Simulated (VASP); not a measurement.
All values below come from RPBE GGA, VASP's PBE PAW potentials (set 64) (plane waves; VASP). For the first row: Settings: 520 eV cut-off, 5×5×5 Γ-centred mesh, Gaussian smearing of 0.050 eV, potentials K_sv Zn F.

```tsv
system	energy (eV/atom)
KZnF3 (cubic perovskite)	-3.8097
K atom	-0.1422
Zn atom	-0.0114
F atom	-0.7426
```

Atoms are spin-polarised in a large box without symmetry, with the spin fixed by Hund's rule, and may not be in the lowest state of each functional; no zero-point energy is added.

Task: What is the cohesive energy per atom of KZnF3?

Result: The references average (1×(-0.1422) + 1×(-0.0114) + 3×(-0.7426))/5 = -0.4763 eV, so the cohesive energy is -0.4763 − (-3.8097) = 3.333 eV/atom.
